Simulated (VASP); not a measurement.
Shape and ions are relaxed at each volume.

Energy against volume of Sb (a7). Calculation: optB86b-vdW, VASP's PBE PAW potentials (set 64) (plane waves; VASP).

```csv
V (Å³/atom),E (eV/atom)
29.170,-2.27734
30.101,-2.28988
31.032,-2.29353
31.963,-2.29001
32.894,-2.28081
```

Problem. Fit a third-order Birch-Murnaghan equation of state.

Solution. 
- volume per atom = 31.01 Å^3/atom
- bulk modulus = 41.0 GPa
- pressure derivative of the bulk modulus = 6.44

Measured: bulk modulus 39.5 GPa at 0 K (computed value off by +3.8 %), as given by K. Lejaeghere et al., Critical reviews in solid state and materials sciences/CRC critical reviews in solid state and materials sciences (2013), arXiv:1204.2733 [extrapolated to 0 K and zero-point effects removed (source: thermally corrected experimental values)].

The compound is Sb in the a7 structure. It was relaxed first.
